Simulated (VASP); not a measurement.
Input of a VASP 6.6.1 run:

File INCAR:

```
SYSTEM = LiH12ClO6
PREC = Accurate
ENCUT = 520
EDIFF = 1E-7
ISMEAR = -1
SIGMA = 0.02
LREAL = Auto
LASPH = .TRUE.
NELM = 100
ALGO = Normal
ISIF = 2
LWAVE = .FALSE.
LCHARG = .FALSE.
GGA = PE
IVDW = 12
NBANDS = 45
```

File KPOINTS:

```
regular mesh
0
G
  1 1 1
  0 0 0
```

File POSCAR:

```
LiH12ClO6
1.0
    6.2692210000      0.0000000000      0.0000000000
    0.0000000000      6.2692210000      0.0000000000
    0.0000000000      0.0000000000      6.2692210000
O H Li Cl
6 12 1 1
Direct
    0.3058274704      0.7852490764      0.7637472024
    0.5038425029      0.1574039263      0.5120891415
    0.8998087641      1.0730360279      0.7573030206
    0.1696063993      0.5274499017      0.3594864498
    0.7876098163      0.5210057198      0.7249066511
    0.7647361610     -0.1430799776      0.2785673053
    0.2248604731      0.9144995846      0.6830194692
    0.1952874209      0.6704660755      0.7354502258
    0.6488365939      0.1503376576      0.5832303567
    0.4842706933      0.3164827018      0.5037308463
    1.0153574104      1.1311931738      0.8619571714
    0.8428160373      0.9472309239      0.8101006489
    0.1734665280      0.6553924323      0.2905943179
    0.2402690861      0.4321270537      0.2502862796
    0.8932688766      0.4278043476      0.8046932785
    0.8843682493      0.5760205295      0.6029616758
    0.6468746276     -0.0597681913      0.2728568669
    0.8818160980     -0.0569129721      0.3358311982
    0.5224413049      0.5887493837      0.7164207483
    0.2275083300      0.2758875465      0.9631818690
```

Potentials or basis: VASP PAW PBE potentials, release 64 (O, H, Li_sv, Cl).

The run is started by

```bash
$ cat potpaw_PBE.64/O/POTCAR potpaw_PBE.64/H/POTCAR potpaw_PBE.64/Li_sv/POTCAR potpaw_PBE.64/Cl/POTCAR > POTCAR
$ mpirun -np 1 vasp_gam > vasp.out
```

Task: What does it give for the band gap on the k mesh?

Result: 3.70 eV, direct.

Task: Estimate the largest force.

Result: 4.864 eV/Å.

Task: What does it give for the dispersion energy per atom?

Result: -0.041 eV.

Forces in eV/Å, atoms in the order of the input:
```
O   -3.001  1.027 -2.130
O    1.109  1.507  0.338
O    1.048  1.738 -1.250
O    0.673 -3.291  1.791
O    3.365  0.268 -1.195
O    3.929 -2.861  0.191
H    1.973 -1.959  1.703
H    1.000  0.832  0.561
H   -0.933 -0.141 -0.237
H   -0.174 -1.638 -0.321
H   -0.700 -0.460 -0.560
H   -0.913 -2.068  1.290
H   -0.046  3.453 -1.756
H   -0.840  0.053  0.349
H   -1.010  0.490 -0.337
H   -1.399 -0.841  1.138
H   -3.384  2.794  0.049
H   -0.552  0.054 -0.159
Li  -0.888  0.269  0.315
Cl   0.742  0.777  0.219
```

 A hybrid or GW would open this gap; PBE tends to underestimate it.
